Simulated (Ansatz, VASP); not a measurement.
## Cross-check of Ge3Cl2 (armchair Ge ribbon N=3 Cl edges) between VASP and Ansatz

Aim: how closely do two programs agree when they are given the same cell, functional and k mesh? The cell is taken from a series of runs on this material, whose earlier steps may have relaxed, scaled, displaced or heated it; both programs get it as it stands.

Main program and level: Ansatz 0.2.0; plane waves, with VASP 6.6.1 beside it; HSE06.

**1. The structure**

The cell holds 10 atoms: 6 Ge and 4 Cl. Cell: a = 14.933 Å, b = 7.670 Å, c = 7.401 Å, α = 90.0°, β = 90.0°, γ = 90.0°. Vacuum lies along a and b. The structure's axis is c.

As a file:

```
Ge Cl
1.0
    14.93300    0.00000    0.00000
     0.00000    7.67000    0.00000
     0.00000    0.00000    7.40112
Ge Cl
6 4
Direct
  0.37829 0.56787 0.01518
  0.62169 0.56787 0.01518
  0.37829 0.43213 0.31815
  0.62169 0.43213 0.31815
  0.49999 0.55307 0.50677
  0.49999 0.44693 0.82656
  0.24392 0.45436 0.43068
  0.75607 0.45436 0.43068
  0.24392 0.54564 0.90266
  0.75607 0.54564 0.90266
```

**2. VASP: single point, HSE06**

With cell and atoms fixed, the geometry can't cause a difference; cores, projectors, grids and the points listed under the comparison can.

Lines of VASP's logs that name or quote its potential files are left out, and so is its time.

The run reads the wave functions of an earlier VASP run, which isn't shown here.

The input, INCAR:

```
SYSTEM = Ge3Cl2
PREC = Accurate
ENCUT = 410
EDIFF = 1E-06
NELM = 100
ISMEAR = -1
SIGMA = 0.05
LREAL = .FALSE.
ALGO = Normal
LHFCALC = .TRUE.
AEXX = 0.25
GGA = PE
HFSCREEN = 0.208
LASPH = .TRUE.
NBANDS = 69
PRECFOCK = Fast
LORBIT = 11
LWAVE = .FALSE.
LCHARG = .FALSE.
ISIF = 2
```

The input, POSCAR:

```
Ge3Cl2
1.0
   14.9330000000      0.0000000000      0.0000000000
    0.0000000000      7.6700000000      0.0000000000
    0.0000000000      0.0000000000      7.4011210913
Ge Cl
6 4
Direct
    0.3782928900      0.5678733420      0.0151849720
    0.6216932280      0.5678733420      0.0151849720
    0.3782928900      0.4321266580      0.3181483610
    0.6216932280      0.4321266580      0.3181483610
    0.4999930590      0.5530693170      0.5067688400
    0.4999930590      0.4469306830      0.8265644930
    0.2439197440      0.4543611390      0.4306761220
    0.7560663740      0.4543611390      0.4306761220
    0.2439197440      0.5456388610      0.9026572110
    0.7560663740      0.5456388610      0.9026572110
```

The input, KPOINTS:

```
Automatic mesh
0
Gamma
1 1 5
0 0 0
```

Potentials, in the order of the species: Ge_d and Cl (PBE family, release 64).

Launch:

```console
$ export OMP_NUM_THREADS=3
$ mpirun -np 1 vasp_std
```

Numbers of over 12 decimals in the logs are rounded to 6 here.

Log:

```text
[banner, memory and clock lines left out]
running    1 mpi-ranks, on    1 nodes
 distrk:  each k-point on    1 cores,    1 groups
 distr:  one band on    1 cores,    1 groups
 Offloading initialized ...    1 GPUs detected
 POSCAR found type information on POSCAR GeCl
 POSCAR found :  2 types and      10 ions
 LDA part: xc-table for (Slater+PW92), standard interpolation
 found WAVECAR, reading the header
 POSCAR, INCAR and KPOINTS ok, starting setup
 FFT: planning ... GRIDC
 FFT: planning ... GRID_SOFT
 FFT: planning ... GRID
 reading WAVECAR
 the WAVECAR file was read successfully
 initial charge from wavefunction
 entering main loop
       N       E                     dE             d eps       ncg     rms          rms(c)
DAV:   1    -0.433221239519E+02   -0.43322E+02   -0.30892E+00   548   0.179E+01    0.207E+00
DAV:   2    -0.433312990648E+02   -0.91751E-02   -0.34028E-01   458   0.343E+00    0.129E+00
DAV:   3    -0.433192850618E+02    0.12014E-01   -0.26551E-02   487   0.139E+00    0.923E-01
DAV:   4    -0.433164886136E+02    0.27964E-02   -0.91709E-03   532   0.574E-01    0.636E-01
DAV:   5    -0.433158664594E+02    0.62215E-03   -0.15760E-03   500   0.213E-01    0.353E-01
DAV:   6    -0.433155535479E+02    0.31291E-03   -0.25641E-04   484   0.109E-01    0.202E-01
DAV:   7    -0.433154681298E+02    0.85418E-04   -0.12381E-04   503   0.495E-02    0.116E-01
DAV:   8    -0.433154662090E+02    0.19208E-05   -0.31914E-05   458   0.254E-02    0.703E-02
DAV:   9    -0.433154915082E+02   -0.25299E-04   -0.12088E-05   463   0.187E-02    0.435E-02
DAV:  10    -0.433155282993E+02   -0.36791E-04   -0.64581E-06   388   0.160E-02    0.276E-02
DAV:  11    -0.433155688640E+02   -0.40565E-04   -0.31167E-06   348   0.131E-02    0.178E-02
DAV:  12    -0.433156093435E+02   -0.40479E-04   -0.20020E-06   348   0.107E-02    0.116E-02
DAV:  13    -0.433156482830E+02   -0.38940E-04   -0.14490E-06   332   0.974E-03    0.792E-03
DAV:  14    -0.433156849802E+02   -0.36697E-04   -0.13394E-06   340   0.746E-03    0.578E-03
[...]
DAV:  37    -0.433159756667E+02   -0.22627E-05   -0.43881E-08   292   0.859E-04    0.465E-04
DAV:  38    -0.433159776762E+02   -0.20095E-05   -0.38057E-08   300   0.792E-04    0.425E-04
DAV:  39    -0.433159794344E+02   -0.17582E-05   -0.32709E-08   292   0.733E-04    0.388E-04
DAV:  40    -0.433159809819E+02   -0.15475E-05   -0.28147E-08   300   0.676E-04    0.354E-04
DAV:  41    -0.433159823355E+02   -0.13536E-05   -0.24166E-08   300   0.624E-04    0.323E-04
DAV:  42    -0.433159835112E+02   -0.11757E-05   -0.20593E-08   300   0.574E-04    0.295E-04
DAV:  43    -0.433159845396E+02   -0.10284E-05   -0.17642E-08   292   0.530E-04    0.270E-04
DAV:  44    -0.433159854184E+02   -0.87879E-06   -0.14826E-08   295   0.486E-04
   1 F= -.43315985E+02 E0= -.43315942E+02  d E =-.871652E-04
```

OUTCAR, selected parts (step 2):

```text
ion  position               nearest neighbor table
   1  0.378  0.568  0.015-   9 2.18   3 2.47   6 2.47
   2  0.622  0.568  0.015-  10 2.18   4 2.47   6 2.47
   3  0.378  0.432  0.318-   7 2.18   1 2.47   5 2.47
   4  0.622  0.432  0.318-   8 2.18   2 2.47   5 2.47
   5  0.500  0.553  0.507-   3 2.47   4 2.47   6 2.50
   6  0.500  0.447  0.827-   1 2.47   2 2.47   5 2.50
   7  0.244  0.454  0.431-   3 2.18
   8  0.756  0.454  0.431-   4 2.18
   9  0.244  0.546  0.903-   1 2.18
  10  0.756  0.546  0.903-   2 2.18

  LATTYP: Found a simple orthorhombic cell.
 ALAT       =     7.4011210913
 B/A-ratio  =     1.0363294838
 C/A-ratio  =     2.0176672987

 Subroutine GETGRP returns: Found  4 space group operations
 (whereof  1 operations were pure point group operations)

The static configuration has the point symmetry C_1 .
 The point group associated with its full space group is C_2h.

 Found      3 irreducible k-points:

   k-points           NKPTS =      3   k-points in BZ     NKDIM =      5   number of bands    NBANDS=     69

   dimension x,y,z NGX =   100 NGY =   54 NGZ =   50
   dimension x,y,z NGXF=   200 NGYF=  108 NGZF=  100

   ENCUT  =  410.0 eV  30.13 Ry    5.49 a.u.  24.65 12.66 12.22*2*pi/ulx,y,z

   NELECT =     112.0000    total number of electrons

 k-points in reciprocal lattice and weights: Automatic mesh
   0.00000000  0.00000000  0.00000000       0.200
   0.00000000  0.00000000  0.20000000       0.400
   0.00000000  0.00000000  0.40000000       0.400

  exchange ACFDT corr.  =         0.00000000  see jH, gK, PRB 81, 115126

 average (electrostatic) potential at core
       1 -75.2918       2 -75.2918       3 -75.2918       4 -75.2918       5 -74.9721
       6 -74.9721       7 -94.6172       8 -94.6172       9 -94.6172      10 -94.6172

 E-fermi :  -3.1518

 k-point     1 :       0.0000    0.0000    0.0000
  band No.  band energies     occupation
    ...
     52      -6.0559      2.00000
     53      -5.1479      2.00000
     54      -4.6551      2.00000
     55      -3.6923      1.99996
     56      -3.6100      1.99979
     57      -2.7299      0.00043
     58      -1.5107      0.00000
     59      -1.2657      0.00000
     60      -0.8583      0.00000
     61      -0.2221      0.00000
    ...

 k-point     2 :       0.0000    0.0000    0.2000
  band No.  band energies     occupation
    ...
     52      -6.1254      2.00000
     53      -4.9000      2.00000
     54      -4.8818      2.00000
     55      -4.1268      2.00000
     56      -3.6530      1.99991
     57      -2.2181      0.00000
     58      -1.5345      0.00000
     59      -1.1905      0.00000
     60      -0.7801      0.00000
     61       0.0054      0.00000
    ...

 k-point     3 :       0.0000    0.0000    0.4000
  band No.  band energies     occupation
    ...
     52      -6.3296      2.00000
     53      -4.9957      2.00000
     54      -4.6816      2.00000
     55      -4.4176      2.00000
     56      -3.8316      2.00000
     57      -1.5365      0.00000
     58      -1.5050      0.00000
     59      -1.1118      0.00000
     60      -0.6646      0.00000
     61      -0.0495      0.00000
    ...

  Total       -4.9841811     -0.3769450     -3.2012305      0.0000000     -0.0839679      0.0000000
  in kB       -9.4202940     -0.7124406     -6.0504487      0.0000000     -0.1587026      0.0000000
  external PRESSURE =      -5.3943944 kB  Pullay stress =       0.0000000 kB

  energy-cutoff  :      410.00
  volume of cell :      847.70
      direct lattice vectors                 reciprocal lattice vectors
    14.933000000  0.000000000  0.000000000     0.066965780  0.000000000  0.000000000
     0.000000000  7.670000000  0.000000000     0.000000000  0.130378096  0.000000000
     0.000000000  0.000000000  7.401121091     0.000000000  0.000000000  0.135114665

 POSITION                                       TOTAL-FORCE (eV/Angst)
 -----------------------------------------------------------------------------------
      5.64905      4.35559      0.11239        -0.205906     -0.191323     -0.092283
      9.28374      4.35559      0.11239         0.205906     -0.191323     -0.092283
      5.64905      3.31441      2.35465        -0.205906      0.191323      0.092283
      9.28374      3.31441      2.35465         0.205906      0.191323      0.092283
      7.46640      4.24204      3.75066         0.000000     -0.203004     -0.144081
      7.46640      3.42796      6.11750         0.000000      0.203004      0.144081
      3.64245      3.48495      3.18749         0.397833     -0.018336     -0.159123
     11.29034      3.48495      3.18749        -0.397833     -0.018336     -0.159123
      3.64245      4.18505      6.68068         0.397833      0.018336      0.159123
     11.29034      4.18505      6.68068        -0.397833      0.018336      0.159123
 -----------------------------------------------------------------------------------
    total drift:                                0.000004      0.000064      0.000760

  FREE ENERGIE OF THE ION-ELECTRON SYSTEM (eV)
  ---------------------------------------------------
  free  energy   TOTEN  =       -43.3159854184 eV

  energy  without entropy=      -43.3158982531  energy(sigma->0) =      -43.31594184

 total charge
# of ion       s       p       d       tot
------------------------------------------
    1        1.191   1.049  10.045  12.285
    2        1.191   1.049  10.045  12.285
    3        1.191   1.049  10.045  12.285
    4        1.191   1.049  10.045  12.285
    5        1.199   1.091  10.001  12.291
    6        1.199   1.091  10.001  12.291
    7        1.602   3.503   0.000   5.105
    8        1.602   3.503   0.000   5.105
    9        1.602   3.503   0.000   5.105
   10        1.602   3.503   0.000   5.105
--------------------------------------------------
tot         13.568  20.394  60.182  94.143
```

The gap is read on the k-mesh alone, so it is an upper bound where the band edges lie off the mesh.

(Part 1 of 2 ends here.)

[Lines on the potential files, build, host, timing and source positions are cut from VASP's logs without a mark.]

[Logs are printed without paths, hosts, clocks, repeated set-up lines and the standing remarks that a program may print on its own settings, such as how far it seeks lower states.]

[Hosts, paths, dates, database ids (printed as entryN), source tags and the programs' standing remarks are cut or masked in the printed files.]
